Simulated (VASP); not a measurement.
Energy against volume of GaN (wurtzite). Level of theory: optB88-vdW, VASP's PBE PAW potentials (set 64) (plane waves; VASP). Numerical set-up: 520 eV cut-off, 8×8×4 Γ-centred mesh, Gaussian smearing of 0.050 eV, potentials Ga_d N.

Shape and ions are relaxed at each volume.

```json
[
 {"V (Å³/atom)": "11.340", "E (eV/atom)": "-3.71872"},
 {"V (Å³/atom)": "11.691", "E (eV/atom)": "-3.72499"},
 {"V (Å³/atom)": "12.042", "E (eV/atom)": "-3.71969"},
 {"V (Å³/atom)": "12.392", "E (eV/atom)": "-3.70456"}
]
```

Fit these four points and predict the energy of the run at 10.990 Å³/atom.

A cubic in V^(−2/3), the third-order Birch-Murnaghan form, passes through the four points with V0 = 11.70 Å³/atom and B0 = 175 GPa, and gives -3.6989 eV/atom there. The run gave -3.6988 eV/atom, +0.1 meV/atom from the fit; all five points give B0 = 175 GPa.

The compound is GaN in the wurtzite structure. It was relaxed first.
